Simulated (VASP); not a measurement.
All values below come from PBE GGA with D3 dispersion (zero damping), VASP's PBE PAW potentials (set 64) (plane waves; VASP).

VASP ran on this input.

KPOINTS:
```
kpoints
0
Gamma
  10 10 10
0 0 0
```

INCAR:
```
! general
SYSTEM   =  CoSi2
PREC     =  Accurate
ENCUT    =  520
LREAL    =  F
LASPH    =  T

! electronic loop
EDIFF    =  1E-7
NELM     =  100   ! most electronic steps
ALGO     =  Normal
LMAXMIX  =  4   ! l cut-off of mixed one-centre charges

! smearing
ISMEAR   =  1   ! Methfessel-Paxton
SIGMA    =  0.1

! functional
GGA      =  PE   ! PBE
IVDW     =  11   ! D3, zero damping

! ions
ISIF     =  2   ! forces and stress, cell fixed

! output
LWAVE    =  F
LCHARG   =  F
```

POSCAR:
```
CoSi2
1.0
  0.0000000000   2.6043341107   2.6043341107
  2.6043341107   0.0000000000   2.6043341107
  2.6043341107   2.6043341107   0.0000000000
Co Si
1 2
direct
  0.0000000000   0.0000000000   0.0000000000
  0.2500000000   0.2500000000   0.2500000000
  0.7500000000   0.7500000000   0.7500000000
```

POTCAR, in this order: Co Si (PBE.64 set). Program: vasp_std.

Output of the run:

### OSZICAR
```
       N       E                     dE             d eps       ncg     rms          rms(c)
DAV:   1     0.713725730755E+02    0.71373E+02   -0.70428E+03  1128   0.136E+03
DAV:   2    -0.163089154300E+02   -0.87681E+02   -0.81253E+02  1140   0.259E+02
DAV:   3    -0.204355933741E+02   -0.41267E+01   -0.39926E+01  1460   0.652E+01
DAV:   4    -0.205210505390E+02   -0.85457E-01   -0.85215E-01  1348   0.906E+00
DAV:   5    -0.205236414022E+02   -0.25909E-02   -0.25901E-02  1444   0.166E+00    0.155E+01
DAV:   6    -0.231617595528E+02   -0.26381E+01   -0.35582E+01  1364   0.130E+02    0.154E+01
DAV:   7    -0.191705339967E+02    0.39912E+01   -0.15270E+01  1484   0.103E+02    0.420E+00
DAV:   8    -0.191565524306E+02    0.13982E-01   -0.77061E-01  1244   0.706E+00    0.173E+00
DAV:   9    -0.191291148529E+02    0.27438E-01   -0.10017E-01  1436   0.700E+00    0.444E-01
DAV:  10    -0.191294895449E+02   -0.37469E-03   -0.76036E-03  1536   0.139E+00    0.161E-01
DAV:  11    -0.191292217429E+02    0.26780E-03   -0.11710E-03  1496   0.766E-01    0.388E-02
DAV:  12    -0.191292392031E+02   -0.17460E-04   -0.69027E-05  1232   0.844E-02    0.164E-02
DAV:  13    -0.191292398264E+02   -0.62328E-06   -0.35107E-06  1776   0.276E-02    0.610E-03
DAV:  14    -0.191292401132E+02   -0.28682E-06   -0.21002E-07  1140   0.494E-03    0.280E-03
DAV:  15    -0.191292402843E+02   -0.17107E-06   -0.12909E-07   792   0.771E-03    0.749E-04
DAV:  16    -0.191292403240E+02   -0.39751E-07   -0.65012E-08   660   0.196E-03
   1 F= -.20074830E+02 E0= -.20075118E+02  d E =0.864277E-03
```

File OUTCAR:
```
------------------------ aborting loop because EDIFF is reached ----------------------------------------
 Edisp (eV)   -0.94559
  FORCE on cell =-STRESS in cart. coord.  units (eV):
  Direction    XX          YY          ZZ          XY          YZ          ZX
  --------------------------------------------------------------------------------------
  Total       2.97705     2.97705     2.97705    -0.00000     0.00000    -0.00000
  in kB     135.01346   135.01346   135.01346    -0.00000     0.00000    -0.00000
  external pressure =      135.01 kB  Pullay stress =        0.00 kB
  volume of cell :       35.33
      direct lattice vectors                 reciprocal lattice vectors
     0.000000000  2.604334111  2.604334111    -0.191987655  0.191987655  0.191987655
     2.604334111  0.000000000  2.604334111     0.191987655 -0.191987655  0.191987655
     2.604334111  2.604334111  0.000000000     0.191987655  0.191987655 -0.191987655
 POSITION                                       TOTAL-FORCE (eV/Angst)
 -----------------------------------------------------------------------------------
      0.00000      0.00000      0.00000         0.000000      0.000000      0.000000
      1.30217      1.30217      1.30217        -0.000000     -0.000000     -0.000000
      3.90650      3.90650      3.90650         0.000000      0.000000      0.000000
 -----------------------------------------------------------------------------------
    total drift:                               -0.000000     -0.000000      0.000000
  FREE ENERGIE OF THE ION-ELECTRON SYSTEM (eV)
  ---------------------------------------------------
  free  energy   TOTEN  =       -20.0748303936 eV

  energy  without entropy=      -20.0756946703  energy(sigma->0) =      -20.07511849
```
(Selected blocks of OUTCAR.)

**OUTCAR**
```
 val. band max:       11.1840747185   @ k =   0.4000   0.0000   0.0000

 cond. band min:      11.2797338845   @ k =  -0.2000   0.3000   0.1000


 Fermi energy:        11.2372325534

 k-point     1 :       0.0000    0.0000    0.0000
  band No.  band energies     occupation
      1      -2.5269      2.00000
      2       6.7922      2.00000
      3       6.7922      2.00000
      4       6.7922      2.00000
      5       9.0570      2.00000
      6       9.0570      2.00000
      7      12.8870     -0.00000
      8      14.7253      0.00000
      9      14.7253      0.00000
     10      14.7253      0.00000
     11      15.0155      0.00000
     12      15.0155      0.00000

 k-point     2 :       0.1000    0.0000    0.0000
  band No.  band energies     occupation
      1      -2.3651      2.00000
      2       6.4549      2.00000
      3       6.8497      2.00000
      4       6.8497      2.00000
      5       9.0085      2.00000
      6       9.0085      2.00000
      7      12.5339     -0.00000
      8      13.4830      0.00000
      9      13.9259      0.00000
     10      13.9259      0.00000
     11      15.8878      0.00000
     12      15.8878      0.00000

 k-point     3 :       0.2000    0.0000    0.0000
  band No.  band energies     occupation
      1      -1.8842      2.00000
      2       5.5446      2.00000
      3       6.9985      2.00000
      4       6.9985      2.00000
      5       8.9228      2.00000
      6       8.9228      2.00000
      7      10.9621      2.00070
      8      13.0056     -0.00000
      9      13.0056     -0.00000
     10      13.9024      0.00000
     11      15.7361      0.00000
     12      15.7361      0.00000

 k-point     4 :       0.3000    0.0000    0.0000
  band No.  band energies     occupation
      1      -1.0997      2.00000
      2       4.2479      2.00000
      3       7.1637      2.00000
      4       7.1637      2.00000
      5       8.9436      2.00000
      6       8.9436      2.00000
...
```

The compound is CoSi2 in the fluorite structure. This cell is one point of a volume scan, at 0.94 of the reference volume. The run is not spin-polarised, so no magnetic state was tried. The electron count is odd and the run is not spin-polarised, which forces a metal.
